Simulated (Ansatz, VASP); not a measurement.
# Al11P7O34 (glassy 61Al2O3-39P2O5 (mol %)): VASP beside Ansatz

One calculation is typed for both programs; each brings its own data sets. How far apart do they land? Of the first pair: The structure shown is the start of the Ansatz relaxation below; VASP solves that cell, so the two are compared at the walk's first step.

Calculated with Ansatz 0.2.0; plane waves, with VASP 6.6.1 beside it; r2SCAN.

### 1. The structure

The cell holds 104 atoms: 22 Al, 14 P and 68 O. Cell: a = 10.468 Å, b = 10.601 Å, c = 10.803 Å, α = 90.5°, β = 88.0°, γ = 91.4°. As first built, before any earlier steps moved the atoms or strained the cell (in the runner's words): 104 atoms (22 Al, 14 P, 68 O) placed at random at 2.66 g/cm^3, melted at 4000 K for 10 ps at fixed volume with the Morse and Coulomb pair potential with partial charges (Pedone, Malavasi, Menziani, Cormack and Segre, J. Phys. Chem. B 110, 11780 (2006)). Quenched from 4000 K to 300 K at 50 K/ps and fixed volume, held 10 ps at zero pressure.

### 2. Ansatz: relaxation, r2SCAN

Ansatz runs on its default PAW (the set named soft_2) files.

The two programs are compared at the cell with which this relaxation starts, whose forces are those of its first step.

input.yaml reads:

```yaml
crystal:
  lattice:
    - [10.46575, -0.1315, 0.18664]
    - [-0.1315, 10.60029, -0.04827]
    - [0.18664, -0.04827, 10.80167]
  atoms:
    - { symbol: Al, position: [0.1725, 0.13005, 0.23681] }
    - { symbol: Al, position: [0.88595, 0.98827, 0.8909] }
    - { symbol: Al, position: [0.55939, 0.46907, 0.00326] }
    - { symbol: Al, position: [0.96681, 0.80098, 0.11173] }
    - { symbol: Al, position: [0.38934, 0.90751, 0.85185] }
    - { symbol: Al, position: [0.44612, 0.17813, 0.83263] }
    - { symbol: Al, position: [0.44294, 0.83637, 0.44474] }
    - { symbol: Al, position: [0.63901, 0.00631, 0.47019] }
    - { symbol: Al, position: [0.45778, 0.53521, 0.47632] }
    - { symbol: Al, position: [0.92517, 0.99095, 0.36056] }
    - { symbol: Al, position: [0.90091, 0.25553, 0.25014] }
    - { symbol: Al, position: [0.07839, 0.12341, 0.57759] }
    - { symbol: Al, position: [0.03112, 0.79331, 0.68668] }
    - { symbol: Al, position: [0.65537, 0.7917, 0.81274] }
    - { symbol: Al, position: [0.84625, 0.97936, 0.65297] }
    - { symbol: Al, position: [0.75158, 0.74315, 0.56812] }
    - { symbol: Al, position: [0.53414, 0.76228, 0.06538] }
    - { symbol: Al, position: [0.36168, 0.06514, 0.5952] }
    - { symbol: Al, position: [0.87963, 0.43549, 0.71512] }
    - { symbol: Al, position: [0.90632, 0.50875, 0.15649] }
    - { symbol: Al, position: [0.31557, 0.58703, 0.07829] }
    - { symbol: Al, position: [0.70614, 0.88698, 0.25343] }
    - { symbol: P, position: [0.24716, 0.66489, 0.80967] }
    - { symbol: P, position: [0.16445, 0.83116, 0.43973] }
    - { symbol: P, position: [0.59728, 0.25511, 0.2017] }
    - { symbol: P, position: [0.01251, 0.37971, 0.46952] }
    - { symbol: P, position: [0.38512, 0.26992, 0.40301] }
    - { symbol: P, position: [0.70424, 0.21361, 0.67017] }
    - { symbol: P, position: [0.80105, 0.59498, 0.93847] }
    - { symbol: P, position: [0.25458, 0.88198, 0.09986] }
[... 68 atom lines left out ...]
    - { symbol: O, position: [0.75074, 0.35098, 0.65747] }
    - { symbol: O, position: [0.90614, 0.7364, 0.60782] }
    - { symbol: O, position: [0.59776, 0.21324, 0.76914] }
    - { symbol: O, position: [0.36827, 0.79565, 0.12579] }
    - { symbol: O, position: [0.56482, 0.12269, 0.14756] }
    - { symbol: O, position: [0.14933, 0.30826, 0.90999] }
kpoints:
  mp_grid: { grid: [1, 1, 1] }
hamiltonian:
  xc: r2scan
scf:
  occupations: { method: fermi_dirac, width: 0.05 }
output:
  forces: true
  eigenvalues: true
  stress: true
relax:
  f_tol: 0.05
  max_steps: 70
```

The run is started by

```console
ansatz run input.yaml --threads 4 --pin off --max-ram 8192MiB --backend cpu --events-out ev --progress --plain --runs-dir out
```

Numbers of over 12 decimals in the logs are rounded to 6 here.

Log:

```text
Warning: output.stress: scf.convergence.dr2_threshold = 1e-7 eV (the SCF's general default) is looser than the 1.04e-8 eV advised for a printed stress (1e-10 eV for each atom of the cell: 104). What an SCF threshold leaves in a stress goes as its square root, and in the free energy as the threshold itself, and one threshold admits the most on a small cell: [figures from the program's tests cut] Every solve of this ru [...]
Engine: ansatz 0.2.0, x86_64-unknown-linux-gnu
Pseudopotentials: kind: paw
Pseudopotential: Al, paw, valence charge 3, recommended cutoff 500 eV (meta_gga), Al.paw.azcp
Pseudopotential: P, paw, valence charge 5, recommended cutoff 500 eV (meta_gga), P.paw.azcp
Pseudopotential: O, paw, valence charge 6, recommended cutoff 500 eV (meta_gga), O.paw.azcp
Functional definition: r2SCAN
  parameter k0 = 0.174
  parameter k1 = 0.065
  parameter a1 = 4.9479
  exchange = r2scan_x(k0 = k0, k1 = k1, a1 = a1)
  correlation = r2scan_c
Crystal: 104 atoms, lattice volume = 1197.759 Å³
Basis set: ecut = 500 eV, 30431 PW (Γ), exchange–correlation on 320×320×320 points (64 copies of the dense FFT grid, shifted against one another)
Bands: 376, of which v1, the nominal top of the filled ones, is band 272 counted from 1 (271 counted from 0)
Symmetry: 1 space group operations
Space group: P1 (ITA 1), of the structure as read, at distance tolerance 1.1e-4 Å
k-points: 1
Non-local potential: Al, projectors of the file, l = 0: 2, l = 1: 2, l = 2: 1
Non-local potential: P, projectors of the file, l = 0: 2, l = 1: 2, l = 2: 2
Non-local potential: O, projectors of the file, l = 0: 2, l = 1: 2, l = 2: 1
PAW form: soft (Blöchl's): semilocal exchange-correlation on the pseudo side does not see the compensation charge
PAW frozen core: Al, regenerated for the run's functional (the file was generated under x = pbe(κ = 0.804, μ = 0.219515), c = pbe(β = 0.066725))
PAW frozen core: P, regenerated for the run's functional (the file was generated under x = pbe(κ = 0.804, μ = 0.219515), c = pbe(β = 0.066725))
PAW frozen core: O, regenerated for the run's functional (the file was generated under x = pbe(κ = 0.804, μ = 0.219515), c = pbe(β = 0.066725))
PAW one-centre angular grid: Al, 302 points (default); XC on 160 Gauss nodes
PAW one-centre angular grid: P, 302 points (default); XC on 160 Gauss nodes
PAW one-centre angular grid: O, 302 points (default); XC on 160 Gauss nodes
Initial density: superposition of atomic densities (neutral atoms: chi_scale 0, normalization atom), corrected by the library's trained network
Initial wavefunctions: pseudopotential atomic-orbital guess
Functional: x = r2scan, c = r2scan; τ floored in thin density (d = 2e-4 eV/Å³)
SCF iter   1: F=—  HF=-61289.352259 eV  |F-HF|=—  |Δ(HF+E_count)|=         —  Δρ=8.46e-3  dr2=8.90e-1  dr2_τ=9.89e0  ethr=1.77e-3  ⟨swp⟩=6.0  Hψ=1834  notcnv=0  defer=97
preconditioner: auto → Resta (q_TF=auto, 2.392 Å⁻¹)  ε∞=2.9  [insulator: Δε(μ)=5.014 eV  Ē_g=18.079 eV  σ=0.050 eV  W_gap=1.00  n_scr=258 (ndim 8)  ℏωp=25.0 eV  f_vac=0.095  D(μ)=0.00/eV (n_scr^D=0)  ε∞_Penn≈2.9]
SCF iter   2: F=—  HF=-61292.404951 eV  |F-HF|=—  |Δ(HF+E_count)|=    3.05e0  Δρ=5.12e-3  dr2=2.01e-1  dr2_τ=2.13e-2  ethr=1.64e-4  ⟨swp⟩=3.0  Hψ=719  notcnv=0  defer=97
SCF iter   3: F=—  HF=-61292.380596 eV  |F-HF|=—  |Δ(HF+E_count)|=   2.44e-2  Δρ=1.16e-3  dr2=1.44e-2  dr2_τ=2.94e-3  ethr=3.70e-5  ⟨swp⟩=2.0  Hψ=490  notcnv=0  defer=97
SCF iter   4: F=—  HF=-61292.379412 eV  |F-HF|=—  |Δ(HF+E_count)|=   1.18e-3  Δρ=4.65e-4  dr2=1.79e-3  dr2_τ=3.84e-4  ethr=2.65e-6  ⟨swp⟩=2.0  Hψ=621  notcnv=0  defer=97
SCF iter   5: F=—  HF=-61292.379203 eV  |F-HF|=—  |Δ(HF+E_count)|=   2.09e-4  Δρ=1.37e-4  dr2=2.04e-4  dr2_τ=2.69e-5  ethr=3.29e-7  ⟨swp⟩=3.0  Hψ=577  notcnv=0  defer=97
SCF iter   6: F=-61292.379244 eV  HF=-61292.379246 eV  |F-HF|=2.50e-6  |Δ(HF+E_count)|=   4.30e-5  Δρ=4.29e-5  dr2=2.10e-5  dr2_τ=2.37e-6  ethr=1.15e-8  ⟨swp⟩=17.0  Hψ=2704  notcnv=0
SCF 1 converged in 6 iterations: F = -61292.379244 eV  dr2 = 2.10e-5
[...]
--- Relaxed structure (11 steps of the walk, 10 accepted, 0 SCFs on fresh bases) ---
  F+E_penalty+E_count = -61292.88422074 eV   max|allowed force component| = 3.222e-2 eV/Å
  atoms:
    - { symbol: Al, position: [0.173926, 0.125898, 0.240370] }
    - { symbol: Al, position: [0.885610, 1.004044, 0.884218] }
    - { symbol: Al, position: [0.561499, 0.466025, 0.00243655] }
    - { symbol: Al, position: [0.965759, 0.805213, 0.098192] }
    - { symbol: Al, position: [0.392370, 0.911557, 0.852229] }
    - { symbol: Al, position: [0.441729, 0.182004, 0.828506] }
    - { symbol: Al, position: [0.438353, 0.838222, 0.439081] }
    - { symbol: Al, position: [0.631246, 0.00984551, 0.465591] }
    - { symbol: Al, position: [0.461246, 0.536927, 0.476001] }
    - { symbol: Al, position: [0.923877, 0.987021, 0.357765] }
    - { symbol: Al, position: [0.902950, 0.252060, 0.246228] }
    - { symbol: Al, position: [0.063940, 0.107307, 0.599450] }
    - { symbol: Al, position: [0.036712, 0.807825, 0.696789] }
    - { symbol: Al, position: [0.657446, 0.787056, 0.810097] }
    - { symbol: Al, position: [0.843258, 0.961359, 0.645725] }
    - { symbol: Al, position: [0.746436, 0.742257, 0.565741] }
    - { symbol: Al, position: [0.543886, 0.758191, 0.059952] }
    - { symbol: Al, position: [0.350685, 0.066664, 0.593539] }
    - { symbol: Al, position: [0.879888, 0.440137, 0.712121] }
    - { symbol: Al, position: [0.913097, 0.505280, 0.154030] }
    - { symbol: Al, position: [0.321521, 0.596891, 0.087301] }
    - { symbol: Al, position: [0.704608, 0.887667, 0.249760] }
    - { symbol: P, position: [0.246644, 0.667213, 0.811643] }
    - { symbol: P, position: [0.158647, 0.820657, 0.442666] }
    - { symbol: P, position: [0.596821, 0.251655, 0.202458] }
    - { symbol: P, position: [0.00646538, 0.376381, 0.472364] }
    - { symbol: P, position: [0.384157, 0.271490, 0.405949] }
    - { symbol: P, position: [0.705193, 0.211520, 0.670696] }
    - { symbol: P, position: [0.804195, 0.595862, 0.937636] }
    - { symbol: P, position: [0.254837, 0.878857, 0.100223] }
    - { symbol: P, position: [0.420994, 0.448487, 0.742619] }
    - { symbol: P, position: [0.131322, 0.575369, 0.316646] }
    - { symbol: P, position: [0.682312, 0.613545, 0.303734] }
    - { symbol: P, position: [0.253235, 0.300906, 0.019327] }
    - { symbol: P, position: [0.044135, 0.245577, 0.848793] }
    - { symbol: P, position: [0.619065, 0.042194, 0.028769] }
    - { symbol: O, position: [0.570129, 0.531337, 0.347667] }
    - { symbol: O, position: [0.283474, 0.204381, 0.333713] }
    - { symbol: O, position: [0.940153, 0.881502, 0.968277] }
    - { symbol: O, position: [0.515205, 0.810052, 0.902165] }
    - { symbol: O, position: [0.490683, 0.597948, 0.068237] }
    - { symbol: O, position: [0.323576, 0.780975, 0.765871] }
    - { symbol: O, position: [0.711717, 0.705316, 0.947421] }
    - { symbol: O, position: [0.132198, 0.799571, 0.123082] }
    - { symbol: O, position: [0.053940, 0.879137, 0.373889] }
    - { symbol: O, position: [0.506602, 0.475200, 0.852061] }
    - { symbol: O, position: [0.00462116, 0.118629, 0.271840] }
    - { symbol: O, position: [0.759704, 0.917908, 0.797522] }
    - { symbol: O, position: [0.898137, 0.342229, 0.388126] }
    - { symbol: O, position: [0.253685, 0.992957, 0.186312] }
    - { symbol: O, position: [0.136555, 0.668463, 0.425443] }
    - { symbol: O, position: [0.270492, 0.925511, 0.968002] }
    - { symbol: O, position: [0.252979, 0.579479, 0.239310] }
    - { symbol: O, position: [0.430716, 0.689591, 0.492806] }
    - { symbol: O, position: [0.015606, 0.600889, 0.242447] }
    - { symbol: O, position: [0.994695, 0.967791, 0.735419] }
    - { symbol: O, position: [0.407382, 0.214284, 0.528735] }
    - { symbol: O, position: [0.564364, 0.897670, 0.344637] }
    - { symbol: O, position: [0.911338, 0.625805, 0.033805] }
    - { symbol: O, position: [0.871966, 0.859706, 0.224092] }
[...]
- { symbol: O, position: [0.285525, 0.852098, 0.379684] }
    - { symbol: O, position: [0.714875, 0.904100, 0.553331] }
    - { symbol: O, position: [0.752661, 0.349992, 0.657457] }
    - { symbol: O, position: [0.899085, 0.777184, 0.618043] }
    - { symbol: O, position: [0.597802, 0.213789, 0.771236] }
    - { symbol: O, position: [0.368288, 0.787244, 0.123180] }
    - { symbol: O, position: [0.560110, 0.120306, 0.143877] }
    - { symbol: O, position: [0.151974, 0.324033, 0.919008] }
```

### 3. VASP: single point, r2SCAN, start cell, pair 1

The same cell, functional, mesh and smearing now go to VASP, with its own data sets.

Lines of VASP's logs that name or quote its potential files are left out, and so is its time.

INCAR reads:

```
SYSTEM = Al11P7O34
PREC = Accurate
ENCUT = 580
EDIFF = 1E-06
NELM = 120
ISMEAR = -1
SIGMA = 0.05
LREAL = Auto
ALGO = Normal
METAGGA = R2SCAN
LASPH = .TRUE.
NBANDS = 344
LORBIT = 11
LWAVE = .FALSE.
LCHARG = .FALSE.
ISIF = 2
GGA_COMPAT = .FALSE.
EFERMI = MIDGAP
LMIXTAU = .TRUE.
NCORE = 2
```

POSCAR reads:

```
Al11P7O34
1.0
   10.4657500000     -0.1315000000      0.1866400000
   -0.1315000000     10.6002900000     -0.0482700000
    0.1866400000     -0.0482700000     10.8016700000
Al P O
22 14 68
Direct
    0.1724963095      0.1300543910      0.2368136607
    0.8859545374      0.9882660709      0.8909038184
    0.5593936741      0.4690737455      0.0032621765
    0.9668083859      0.8009807961      0.1117344101
    0.3893412558      0.9075145433      0.8518533778
    0.4461239457      0.1781325346      0.8326336469
    0.4429378044      0.8363652100      0.4447369191
    0.6390057003      0.0063135383      0.4701903253
    0.4577769488      0.5352108131      0.4763240440
    0.9251716253      0.9909506570      0.3605608351
    0.9009116583      0.2555254578      0.2501361421
    0.0783916380      0.1234106541      0.5775890225
    0.0311166108      0.7933120561      0.6866795198
    0.6553679823      0.7916964596      0.8127444467
    0.8462476317      0.9793600234      0.6529666293
    0.7515841457      0.7431547865      0.5681155244
    0.5341363519      0.7622805397      0.0653791565
    0.3616824293      0.0651389236      0.5951986912
    0.8796309215      0.4354871531      0.7151159635
    0.9063175544      0.5087535105      0.1564945442
    0.3155705692      0.5870288904      0.0782876901
    0.7061356363      0.8869841955      0.2534257732
    0.2471601284      0.6648859814      0.8096677717
    0.1644532277      0.8311613553      0.4397307646
    0.5972817479      0.2551136612      0.2017037802
    0.0125075043      0.3797073892      0.4695194424
    0.3851206853      0.2699168159      0.4030071239
    0.7042409060      0.2136127274      0.6701715164
    0.8010495275      0.5949778562      0.9384670794
    0.2545772500      0.8819756033      0.0998603609
[... 68 atom lines left out ...]
    0.7507385920      0.3509770416      0.6574746137
    0.9061361489      0.7364040200      0.6078157332
    0.5977582642      0.2132424432      0.7691428835
    0.3682726763      0.7956480315      0.1257927263
    0.5648227370      0.1226944691      0.1475608815
    0.1493343462      0.3082616294      0.9099896615
```

KPOINTS reads:

```
Automatic mesh
0
Gamma
1 1 1
0 0 0
```

The projector-augmented-wave data sets are Al, P and O (PBE family, release 64).

The run is started by

```console
mpirun -np 8 vasp_gam
```

Log:

```text
[banner, memory and clock lines left out]
running    8 mpi-ranks, on    1 nodes
[...]
|                                                                             |
|               ----> ADVICE to this user running VASP <----                  |
|                                                                             |
|     You enforced a specific xc type in the INCAR file but a different       |
|     [... a line on the potential file left out ...]
|     I HOPE YOU KNOW WHAT YOU ARE DOING!                                     |
|                                                                             |

 LDA part: xc-table for (None), standard interpolation
 POSCAR, INCAR and KPOINTS ok, starting setup
[...]
entering main loop
       N       E                     dE             d eps       ncg     rms          rms(c)
DAV:   1     0.513906592209E+04    0.51391E+04   -0.35691E+05   696   0.175E+03
DAV:   2    -0.784988979935E+03   -0.59241E+04   -0.57375E+04   848   0.409E+02
DAV:   3    -0.123802049432E+04   -0.45303E+03   -0.45016E+03   808   0.119E+02
DAV:   4    -0.124676593775E+04   -0.87454E+01   -0.87082E+01   816   0.179E+01
[...]
DAV:  21    -0.972342536480E+03    0.25098E-04   -0.18542E-05   824   0.110E-02    0.671E-03
DAV:  22    -0.972342579796E+03   -0.43316E-04   -0.14653E-05   744   0.112E-02    0.404E-03
DAV:  23    -0.972342579676E+03    0.11997E-06   -0.22596E-06   480   0.440E-03
   1 F= -.97234258E+03 E0= -.97234258E+03  d E =-.301633E-20
```

From OUTCAR (step 3):

```text
  Total       39.2950538     38.5033630     38.3227975     -0.4311101     -0.4733048     -0.0337903
  in kB       52.5628625     51.5038607     51.2623279     -0.5766726     -0.6331142     -0.0451994
  external PRESSURE =      51.7763504 kB  Pullay stress =       0.0000000 kB

 POSITION                                       TOTAL-FORCE (eV/Angst)
 -----------------------------------------------------------------------------------
      1.83240      1.34450      2.58390        -0.077321     -0.075987      0.185255
      9.30850     10.31640      9.74090        -0.073158      0.381720     -0.075591
      5.79340      4.89860      0.11700        -0.048917     -0.143242      0.013891
     10.03390      8.35810      1.34870         0.120590     -0.485422      0.249900
      4.11440      9.52760      9.23030         0.096716      0.171727     -0.150385
      4.80100      1.78940      9.06850         0.007447     -0.000565      0.095241
      4.60870      8.78600      4.84620        -0.026108      0.112046     -0.054467
      6.77460     -0.03980      5.19780        -0.145310      0.214435     -0.070196
      4.80950      5.59020      5.20470         0.001447     -0.284171      0.020044
[...]
7.92850      9.64790      8.73860        -0.086201      0.141373     -0.023780
      9.45720      3.47280      4.40630        -0.468870     -0.045972     -0.124861
      2.51330     10.53410      1.96130         0.108714      0.201795      0.186683
      1.48430      7.19370      4.41710         0.023441      0.116073      0.237196
[...]
-----------------------------------------------------------------------------------
    total drift:                               -0.003012     -0.007887      0.000296

  FREE ENERGIE OF THE ION-ELECTRON SYSTEM (eV)
  ---------------------------------------------------
  free  energy   TOTEN  =      -972.3425796760 eV

  energy  without entropy=     -972.3425796760  energy(sigma->0) =     -972.34257968

[... 3 further parts left out ...]
[key lines of the parts left out:]
E-fermi :   5.2744
```

The run ends at a pressure of 5.18 GPa, with forces up to 0.66 eV/Å.

### 4. Side by side

Known differences besides the potentials themselves: VASP keeps PBE cores, Ansatz makes them for the functional; the cutoff is 500 eV in Ansatz and 580 eV in VASP (PREC = Accurate, projectors in real space). Total energies have different zeros and are not compared.

Forces on 10 of the 104 atoms, those with the largest forces and the largest differences (eV/Å; atoms numbered as in POSCAR):

| atom | Ansatz x, y, z | VASP x, y, z |
| --- | --- | --- |
| O49 | -0.643, -0.083, -0.203 | -0.469, -0.046, -0.125 |
| O57 | 0.212, -0.157, 0.648 | 0.143, -0.105, 0.459 |
| O69 | 0.237, -0.435, -0.168 | 0.097, -0.260, -0.070 |
| O79 | -0.151, -0.439, 0.515 | -0.093, -0.309, 0.364 |
| O84 | -0.384, -0.120, 0.403 | -0.233, -0.024, 0.188 |
| O85 | 0.636, 0.043, 0.120 | 0.400, 0.021, 0.061 |
| O90 | 0.478, -0.479, 0.111 | 0.319, -0.332, 0.083 |
| O93 | -0.374, -0.599, -0.043 | -0.284, -0.443, -0.028 |
| O96 | 0.763, 0.312, -0.179 | 0.596, 0.232, -0.156 |
| O97 | 0.487, 0.228, -0.428 | 0.313, 0.155, -0.321 |

The forces differ by 81 meV/Å r.m.s., which is 43.2 % of the r.m.s. force of 0.188 eV/Å (both taken over all components).

### 5. Ansatz: relaxation, r2SCAN

This run makes the geometry at which the two programs are then compared.

The structure compared here is the end of the Ansatz relaxation.

This is the run of step 2 again, met here at its other cell.

(Continued in part 2 of 2.)

[Lines on the potential files, build, host, timing and source positions are cut from VASP's logs without a mark.]

[Logs are printed without paths, hosts, clocks, repeated set-up lines and the standing remarks that a program may print on its own settings, such as how far it seeks lower states.]

[Hosts, paths, dates, database ids (printed as entryN), source tags and the programs' standing remarks are cut or masked in the printed files.]
